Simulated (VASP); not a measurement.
Calculation: PBEsol GGA, VASP's PBE PAW potentials (set 64) (plane waves; VASP).

VASP ran on this input.

### POSCAR
```
AlAs(110) slab
1
    5.6816438551    -0.0000000000    -0.0000000000
   -0.0000000000     4.0175285153     0.0000000000
    0.0000000000     0.0000000000    27.1099465898
Al As
6 6
Direct
  0.0000000000   0.0000000000   0.6852420000
  0.5000000000   0.5000000000   0.6111450000
  0.0000000000   0.0000000000   0.5370480000
  0.5000000000   0.5000000000   0.4629520000
  0.0000000000   0.0000000000   0.3888550000
  0.5000000000   0.5000000000   0.3147580000
  0.2500000000   0.0000000000   0.6111450000
  0.7500000000   0.5000000000   0.6852420000
  0.2500000000   0.0000000000   0.4629520000
  0.7500000000   0.5000000000   0.5370480000
  0.2500000000   0.0000000000   0.3147580000
  0.7500000000   0.5000000000   0.3888550000
```

**INCAR**
```
SYSTEM  =  AlAs(110) slab
PREC  =  Normal; ENCUT  =  400; LREAL  =  F
LASPH  =  T
EDIFF  =  1E-5; NELM  =  100; NELMIN  =  4
ALGO  =  Normal; LMAXMIX  =  4
ISMEAR  =  0; SIGMA  =  0.05
GGA  =  PS
IBRION  =  2; NSW  =  50; ISIF  =  2
EDIFFG  =  -0.03
LWAVE  =  T; LCHARG  =  F
DIPOL  =  0.5 0.5 0.5
LDIPOL  =  T; IDIPOL  =  3
```

### KPOINTS
```
Automatic mesh
0
Gamma
4 5 1
0 0 0
```

POTCAR, in this order: Al As (PBE.64 set). Program: vasp_std.

The run wrote:

**OUTCAR**
```
 ion  position               nearest neighbor table
   1  0.000  0.000  0.685-   8 2.46   8 2.46   7 2.46
   2  0.500  0.500  0.611-   7 2.46   7 2.46  10 2.46   8 2.46
   3  0.000  0.000  0.537-   9 2.46  10 2.46  10 2.46   7 2.46
   4  0.500  0.500  0.463-  10 2.46   9 2.46   9 2.46  12 2.46
   5  0.000  0.000  0.389-  12 2.46  12 2.46   9 2.46  11 2.46
   6  0.500  0.500  0.315-  11 2.46  11 2.46  12 2.46
   7  0.250  0.000  0.611-   2 2.46   2 2.46   3 2.46   1 2.46
   8  0.750  0.500  0.685-   1 2.46   1 2.46   2 2.46
   9  0.250  0.000  0.463-   3 2.46   4 2.46   4 2.46   5 2.46
  10  0.750  0.500  0.537-   4 2.46   3 2.46   3 2.46   2 2.46
  11  0.250  0.000  0.315-   6 2.46   6 2.46   5 2.46
  12  0.750  0.500  0.389-   5 2.46   5 2.46   6 2.46   4 2.46
  LATTYP: Found a simple orthorhombic cell.
 ALAT       =     4.0175285153
 B/A-ratio  =     1.4142136972
 C/A-ratio  =     6.7479164084
 Subroutine PRICEL returns:
 Original cell was already a primitive cell.
 Subroutine GETGRP returns: Found  4 space group operations
The static configuration has the point symmetry C_1h.
 The point group associated with its full space group is C_2v.
The dynamic configuration has the point symmetry C_1h.
 Subroutine INISYM returns: Found  4 space group operations
 Subroutine IBZKPT returns following result:
 Found      9 irreducible k-points:

 Following reciprocal coordinates:
            Coordinates               Weight
  0.000000  0.000000  0.000000      1.000000
  0.250000  0.000000  0.000000      2.000000
  0.500000  0.000000  0.000000      1.000000
  0.000000  0.200000  0.000000      2.000000
  0.250000  0.200000  0.000000      4.000000
  0.500000  0.200000  0.000000      2.000000
  0.000000  0.400000  0.000000      2.000000
  0.250000  0.400000  0.000000      4.000000
  0.500000  0.400000  0.000000      2.000000
   k-points           NKPTS =      9   k-points in BZ     NKDIM =      9   number of bands    NBANDS=     31
   number of dos      NEDOS =    301   number of ions     NIONS =     12
   total plane-waves  NPLWV =  78400
   dimension x,y,z NGX =    28 NGY =   20 NGZ =  140
   dimension x,y,z NGXF=    56 NGYF=   40 NGZF=  280
   ions per type =               6   6
   PREC   = normal    normal or accurate (medium, high low for compatibility)
   ISTART =      0    job   : 0-new  1-cont  2-samecut
   ICHARG =      2    charge: 1-file 2-atom 10-const
   ISPIN  =      1    spin polarized calculation?
   LNONCOLLINEAR =      F non collinear calculations
   LSORBIT =      F    spin-orbit coupling
   INIWAV =      1    electr: 0-lowe 1-rand  2-diag
   ENCUT  =  400.0 eV  29.40 Ry    5.42 a.u.   9.27  6.55 44.21*2*pi/ulx,y,z
   NELM   =    100;   NELMIN=  4; NELMDL= -5     # of ELM steps
   EDIFF  = 0.1E-04   stopping-criterion for ELM
   LREAL  =      F    real-space projection
   NLSPLINE    = F    spline interpolate recip. space projectors
   LMAXMIX     =    4 max onsite mixed and CHGCAR
   VOSKOWN=      0    Vosko Wilk Nusair interpolation
   EDIFFG = -.3E-01   stopping-criterion for IOM
   NSW    =     50    number of steps for IOM
   NBLOCK =      1;   KBLOCK =     50    inner block; outer block
   IBRION =      2    ionic relax: 0-MD 1-quasi-New 2-CG
   NFREE  =      1    steps in history (QN), initial steepest desc. (CG)
   ISIF   =      2    stress and relaxation
   ISYM   =      2    0-nonsym 1-usesym 2-fastsym
   TEIN   =    0.0    initial temperature
   TEBEG  =    0.0;   TEEND  =   0.0 temperature during run
   SMASS  =  -3.00    Nose mass-parameter (am)
   PSTRESS=    0.0 pullay stress
   NELECT =      48.0000    total number of electrons
   EFERMI =   0.00;   METHOD = LEGACY
   ISMEAR =     0;   SIGMA  =   0.05  broadening in eV -4-tet -1-fermi 0-gaus
   IALGO  =     38    algorithm
   LDIAG  =      T    sub-space diagonalisation (order eigenvalues)
   IMIX   =      4    mixing-type and parameters
...
```

File OSZICAR:
```
...
DAV:   9    -0.577652365820E+02   -0.21333E-04   -0.52730E-06   442   0.856E-03    0.166E-03
DAV:  10    -0.577652463146E+02   -0.97326E-05   -0.17592E-06   419   0.461E-03
   4 F= -.57765246E+02 E0= -.57765246E+02  d E =-.340652E+00
       N       E                     dE             d eps       ncg     rms          rms(c)
DAV:   1    -0.578857543570E+02   -0.12052E+00   -0.12102E+01   558   0.153E+01    0.117E+00
DAV:   2    -0.579387763606E+02   -0.53022E-01   -0.73736E-01   692   0.331E+00    0.517E-01
DAV:   3    -0.579398512316E+02   -0.10749E-02   -0.36521E-02   678   0.861E-01    0.381E-01
DAV:   4    -0.579398990362E+02   -0.47805E-04   -0.49438E-03   684   0.312E-01    0.157E-01
DAV:   5    -0.579404268424E+02   -0.52781E-03   -0.16526E-03   684   0.173E-01    0.570E-02
DAV:   6    -0.579404544267E+02   -0.27584E-04   -0.25318E-04   772   0.737E-02    0.353E-02
DAV:   7    -0.579405268491E+02   -0.72422E-04   -0.18253E-04   656   0.487E-02    0.150E-02
DAV:   8    -0.579405621092E+02   -0.35260E-04   -0.13084E-05   470   0.160E-02    0.548E-03
DAV:   9    -0.579405862180E+02   -0.24109E-04   -0.67682E-06   440   0.101E-02    0.212E-03
DAV:  10    -0.579405966465E+02   -0.10428E-04   -0.23557E-06   447   0.541E-03    0.157E-03
DAV:  11    -0.579406038497E+02   -0.72031E-05   -0.10382E-06   440   0.391E-03
   5 F= -.57940604E+02 E0= -.57940604E+02  d E =-.516009E+00
       N       E                     dE             d eps       ncg     rms          rms(c)
DAV:   1    -0.579671417194E+02   -0.26545E-01   -0.33538E+00   565   0.787E+00    0.599E-01
DAV:   2    -0.579869701643E+02   -0.19828E-01   -0.24280E-01   684   0.187E+00    0.257E-01
DAV:   3    -0.579860205339E+02    0.94963E-03   -0.53985E-03   719   0.356E-01    0.168E-01
DAV:   4    -0.579856954321E+02    0.32510E-03   -0.21796E-03   684   0.202E-01    0.534E-02
DAV:   5    -0.579857558616E+02   -0.60429E-04   -0.49553E-04   677   0.946E-02    0.293E-02
DAV:   6    -0.579857600633E+02   -0.42017E-05   -0.22297E-05   486   0.221E-02
   6 F= -.57985760E+02 E0= -.57985760E+02  d E =-.451562E-01
       N       E                     dE             d eps       ncg     rms          rms(c)
DAV:   1    -0.579858672324E+02   -0.11137E-03   -0.19468E-02   593   0.600E-01    0.451E-02
DAV:   2    -0.579859941851E+02   -0.12695E-03   -0.14758E-03   677   0.145E-01    0.184E-02
DAV:   3    -0.579859899811E+02    0.42040E-05   -0.32258E-05   574   0.286E-02    0.118E-02
DAV:   4    -0.579859905065E+02   -0.52536E-06   -0.19988E-05   422   0.197E-02
   7 F= -.57985991E+02 E0= -.57985991E+02  d E =-.453867E-01
       N       E                     dE             d eps       ncg     rms          rms(c)
DAV:   1    -0.580088956045E+02   -0.22906E-01   -0.58530E-01   558   0.362E+00    0.205E-01
DAV:   2    -0.580108549375E+02   -0.19593E-02   -0.24007E-02   684   0.656E-01    0.110E-01
DAV:   3    -0.580108711780E+02   -0.16240E-04   -0.77850E-04   885   0.139E-01    0.752E-02
DAV:   4    -0.580108899269E+02   -0.18749E-04   -0.16410E-04   684   0.558E-02    0.252E-02
DAV:   5    -0.580108991228E+02   -0.91959E-05   -0.32250E-05   604   0.273E-02
   8 F= -.58010899E+02 E0= -.58010899E+02  d E =-.249086E-01
       N       E                     dE             d eps       ncg     rms          rms(c)
DAV:   1    -0.580199753003E+02   -0.90854E-02   -0.13360E+00   572   0.547E+00    0.313E-01
DAV:   2    -0.580244993327E+02   -0.45240E-02   -0.55400E-02   684   0.997E-01    0.166E-01
DAV:   3    -0.580245367486E+02   -0.37416E-04   -0.17985E-03   885   0.212E-01    0.114E-01
DAV:   4    -0.580245769801E+02   -0.40231E-04   -0.37640E-04   684   0.849E-02    0.385E-02
DAV:   5    -0.580245997994E+02   -0.22819E-04   -0.77610E-05   692   0.412E-02    0.162E-02
DAV:   6    -0.580246047967E+02   -0.49974E-05   -0.18644E-05   495   0.189E-02
   9 F= -.58024605E+02 E0= -.58024605E+02  d E =-.386143E-01
       N       E                     dE             d eps       ncg     rms          rms(c)
DAV:   1    -0.580347740922E+02   -0.10174E-01   -0.10547E+00   558   0.461E+00    0.314E-01
DAV:   2    -0.580396317605E+02   -0.48577E-02   -0.61663E-02   684   0.100E+00    0.145E-01
DAV:   3    -0.580395155475E+02    0.11621E-03   -0.20388E-03   821   0.218E-01    0.986E-02
DAV:   4    -0.580394861271E+02    0.29420E-04   -0.32528E-04   677   0.813E-02    0.365E-02
DAV:   5    -0.580395118424E+02   -0.25715E-04   -0.97486E-05   677   0.394E-02    0.134E-02
DAV:   6    -0.580395134843E+02   -0.16420E-05   -0.53516E-06   440   0.114E-02
  10 F= -.58039513E+02 E0= -.58039513E+02  d E =-.149087E-01
       N       E                     dE             d eps       ncg     rms          rms(c)
DAV:   1    -0.580397955114E+02   -0.28367E-03   -0.49212E-02   586   0.995E-01    0.691E-02
DAV:   2    -0.580400287222E+02   -0.23321E-03   -0.29136E-03   684   0.217E-01    0.304E-02
DAV:   3    -0.580400259007E+02    0.28215E-05   -0.95185E-05   749   0.472E-02    0.204E-02
DAV:   4    -0.580400292038E+02   -0.33030E-05   -0.13053E-05   461   0.179E-02
  11 F= -.58040029E+02 E0= -.58040029E+02  d E =-.154244E-01
       N       E                     dE             d eps       ncg     rms          rms(c)
DAV:   1    -0.580415145888E+02   -0.14887E-02   -0.27464E-01   572   0.224E+00    0.156E-01
DAV:   2    -0.580431251515E+02   -0.16106E-02   -0.20047E-02   684   0.528E-01    0.686E-02
DAV:   3    -0.580430479576E+02    0.77194E-04   -0.47229E-04   725   0.102E-01    0.451E-02
DAV:   4    -0.580430081443E+02    0.39813E-04   -0.15773E-04   684   0.519E-02    0.149E-02
DAV:   5    -0.580430107457E+02   -0.26014E-05   -0.29424E-05   550   0.243E-02
  12 F= -.58043011E+02 E0= -.58043011E+02  d E =-.298154E-02
       N       E                     dE             d eps       ncg     rms          rms(c)
DAV:   1    -0.580430122102E+02   -0.40659E-05   -0.68862E-06   384   0.128E-02    0.442E-03
DAV:   2    -0.580430135177E+02   -0.13075E-05   -0.24329E-06   342   0.690E-03    0.265E-03
DAV:   3    -0.580430156355E+02   -0.21178E-05   -0.10982E-06   328   0.465E-03    0.884E-04
DAV:   4    -0.580430174383E+02   -0.18028E-05   -0.45073E-07   356   0.286E-03
  13 F= -.58043017E+02 E0= -.58043017E+02  d E =-.298823E-02
       N       E                     dE             d eps       ncg     rms          rms(c)
DAV:   1    -0.580437929565E+02   -0.77732E-03   -0.44990E-02   579   0.919E-01    0.641E-02
DAV:   2    -0.580440635500E+02   -0.27059E-03   -0.31454E-03   670   0.215E-01    0.311E-02
DAV:   3    -0.580440480084E+02    0.15542E-04   -0.64814E-05   708   0.453E-02    0.202E-02
DAV:   4    -0.580440444089E+02    0.35995E-05   -0.49614E-05   649   0.285E-02
  14 F= -.58044044E+02 E0= -.58044044E+02  d E =-.102697E-02
       N       E                     dE             d eps       ncg     rms          rms(c)
DAV:   1    -0.580441659648E+02   -0.11796E-03   -0.34201E-02   572   0.801E-01    0.582E-02
DAV:   2    -0.580443687499E+02   -0.20279E-03   -0.23842E-03   670   0.187E-01    0.294E-02
DAV:   3    -0.580443572020E+02    0.11548E-04   -0.52063E-05   692   0.403E-02    0.182E-02
DAV:   4    -0.580443547383E+02    0.24637E-05   -0.36563E-05   587   0.248E-02
  15 F= -.58044355E+02 E0= -.58044355E+02  d E =-.133730E-02
       N       E                     dE             d eps       ncg     rms          rms(c)
DAV:   1    -0.580446188916E+02   -0.26169E-03   -0.37062E-02   558   0.790E-01    0.542E-02
DAV:   2    -0.580448160698E+02   -0.19718E-03   -0.24222E-03   684   0.179E-01    0.253E-02
DAV:   3    -0.580448042333E+02    0.11836E-04   -0.63321E-05   671   0.403E-02    0.160E-02
DAV:   4    -0.580448017364E+02    0.24969E-05   -0.27794E-05   559   0.210E-02
  16 F= -.58044802E+02 E0= -.58044802E+02  d E =-.446998E-03
```

File OUTCAR:
```
------------------------ aborting loop because EDIFF is reached ----------------------------------------
  FORCE on cell =-STRESS in cart. coord.  units (eV):
  Direction    XX          YY          ZZ          XY          YZ          ZX
  --------------------------------------------------------------------------------------
  Total       -1.5988380     -2.5864409     -0.4488067      0.0000000      0.0000000      0.0000000
  in kB       -4.1395526     -6.6965561     -1.1620058      0.0000000      0.0000000      0.0000000
  external PRESSURE =      -3.9993715 kB  Pullay stress =       0.0000000 kB
  volume of cell :      618.82
      direct lattice vectors                 reciprocal lattice vectors
     5.681643855  0.000000000  0.000000000     0.176005400  0.000000000  0.000000000
     0.000000000  4.017528515  0.000000000     0.000000000  0.248909248  0.000000000
     0.000000000  0.000000000 27.109946590     0.000000000  0.000000000  0.036886830
 POSITION                                       TOTAL-FORCE (eV/Angst)
 -----------------------------------------------------------------------------------
      5.33340      0.00000     18.07616         0.002588      0.000000     -0.010387
      2.96404      2.00876     16.68433        -0.012812      0.000000     -0.011340
      0.10096      0.00000     14.51614        -0.001410      0.000000      0.008684
      2.94179      2.00876     12.59381        -0.001410      0.000000     -0.008684
      0.12322      0.00000     10.42562        -0.012812      0.000000      0.011340
      2.49258      2.00876      9.03379         0.002588      0.000000      0.010387
      1.53611      0.00000     16.54142         0.010241      0.000000     -0.002784
      4.18566      2.00876     18.82477         0.006089      0.000000     -0.021106
      1.50434      0.00000     12.49842        -0.004695      0.000000      0.001225
      4.34517      2.00876     14.61152        -0.004695      0.000000     -0.001225
      1.34483      0.00000      8.28517         0.006089      0.000000      0.021106
      4.37693      2.00876     10.56853         0.010241      0.000000      0.002784
 -----------------------------------------------------------------------------------
    total drift:                               -0.001543      0.000000     -0.000005
  FREE ENERGIE OF THE ION-ELECTRON SYSTEM (eV)
  ---------------------------------------------------
  free  energy   TOTEN  =       -58.0448017364 eV

  energy  without entropy=      -58.0448017364  energy(sigma->0) =      -58.04480174

 reached required accuracy - stopping structural energy minimisation
```
(Selected blocks of OUTCAR.)

File CONTCAR:
```
AlAs(110) slab
   1.00000000000000
     5.6816438550999999    0.0000000000000000    0.0000000000000000
     0.0000000000000000    4.0175285153000004    0.0000000000000000
     0.0000000000000000    0.0000000000000000   27.1099465897999998
  Al              As
     6     6
Direct
     0.9387072506661038    0.0000000000000000    0.6667722649548352
     0.5216878828672189    0.5000000000000000    0.6154319250565957
     0.0177702432216205    0.0000000000000000    0.5354542397869819
     0.5177702432216204    0.5000000000000000    0.4645457602130185
     0.0216878828672186    0.0000000000000000    0.3845680749434042
     0.4387072506661040    0.5000000000000000    0.3332277350451648
     0.2703637917526894    0.0000000000000000    0.6101605715474828
     0.7366982158425619    0.5000000000000000    0.6943862461577147
     0.2647726156498058    0.0000000000000000    0.4610271861257069
     0.7647726156498056    0.5000000000000000    0.5389728138742931
     0.2366982158425619    0.0000000000000000    0.3056137538422852
     0.7703637917526894    0.5000000000000000    0.3898394284525172
```

The cell is a thin slab with vacuum, built from AlAs (zinc blende): (110) face.
